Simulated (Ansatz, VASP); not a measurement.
# CuSn3 in VASP and in Ansatz

```
Sn Cu
1.0
    -2.23990    2.23990    4.87070
     2.23990   -2.23990    4.87070
     2.23990    2.23990   -4.87070
Sn Cu
3 1
Direct
  0.50000 0.50000 0.00000
  0.25000 0.75000 0.50000
  0.75000 0.25000 0.50000
  0.00000 0.00000 0.00000
```

The cell comes from a database or a generator and needn't be the stable form of this composition.

Alike in both runs: task single point; functional PBE; k mesh 8 × 8 × 8; occupations fermi-dirac, width 0.05 eV; no spin polarisation.

```csv
,VASP,Ansatz
version,VASP 6.6.1,Ansatz 0.2.0
potentials or method,"VASP PAW PBE potentials, release 64 (Sn_d, Cu)",Ansatz PAW
plane-wave cutoff (eV),520,420
valence electrons in the cell,53,61
```

|  | VASP | Ansatz | Ansatz less VASP |
| --- | --- | --- | --- |
| gap on the k mesh at the Fermi level (eV) | none | none | - |
| pressure (GPa) | -1.0 | -1.0 | +0.02 |
| largest component of the traceless stress (GPa) | 0.25 | 0.25 | +0.005 |

A gap of «none» marks a metal or a gap that the smearing closes. The two sets of potentials don't hold the same shells in valence.
